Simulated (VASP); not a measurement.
# CdHClO: harmonic vibrations of a molecule

CdHClO, molecule in box, 4 atoms in the cell. PBE, harmonic vibrations; PAW potentials O, Cd, Cl, H (PBE set).

## Input

INCAR.step1:
```
SYSTEM = CdHClO
ALGO     = Normal         ! electronic algorithm
EDIFF    = 1E-8           ! SCF threshold, eV
EDIFFG   = -0.002         ! ionic threshold
ENCUT    = 400            ! plane-wave cutoff, eV
IBRION   = 2              ! ionic algorithm
ISIF     = 2              ! what is computed and relaxed
ISMEAR   = 0              ! smearing method
ISYM     = 0            
LASPH    = .TRUE.         ! aspherical terms in the spheres
LCHARG   = .FALSE.        ! write CHGCAR
LREAL    = .FALSE.        ! projectors in reciprocal space
LWAVE    = .FALSE.        ! write WAVECAR
NELM     = 100            ! most SCF steps
NSW      = 60             ! ionic steps
POTIM    = 0.5            ! step
PREC     = Accurate       ! precision mode
SIGMA    = 0.01           ! smearing width, eV
```

INCAR.step2, as INCAR.step1 but for:
```
- EDIFFG = -0.002
- IBRION = 2
- ISIF = 2
- NSW = 60
- POTIM = 0.5
+ IBRION = 5
+ NFREE = 2
+ NSW = 1
+ POTIM = 0.015
```

KPOINTS:
```
k-points
0
Gamma
  1 1 1
```

POSCAR.step1:
```
CdHClO
1.0
   14.0000000000      0.0000000000      0.0000000000
    0.0000000000     11.0000000000      0.0000000000
    0.0000000000      0.0000000000     12.0000000000
O Cd Cl H
1 1 1 1
Direct
    0.4162892900      0.5852363600      0.4192791700
    0.5203178600      0.5039909100      0.4993125000
    0.6469821400      0.4185818200      0.5863875000
    0.3548750000      0.5506272700      0.4354208300
```

Commands (each step's output is kept before the next begins):
```
cat potpaw_PBE.64/O/POTCAR potpaw_PBE.64/Cd/POTCAR potpaw_PBE.64/Cl/POTCAR potpaw_PBE.64/H/POTCAR > POTCAR
cp INCAR.step1 INCAR
cp POSCAR.step1 POSCAR
mpirun -np 4 vasp_gam > vasp.out
cp CONTCAR POSCAR
cp INCAR.step2 INCAR
mpirun -np 4 vasp_gam > vasp.out
```

## Result

- Vibrations (cm⁻¹; a negative value is imaginary): 3728, 824, 577, 352, 118, 110
- Zero-point energy (eV): 0.354
- Translations and rotations, which should read zero (cm⁻¹): -14, -11, -2, 3, 5, 34
- Vibrational entropy at 298 K (meV/K): 0.358
- Displaced cells: 24
- Ionic steps, all stages: 44
- Electronic steps, all stages: 737

VASP 6.6.1 took 1662 s on 4 cores (AMD EPYC 7R43 (Zen 3)), a shared host.
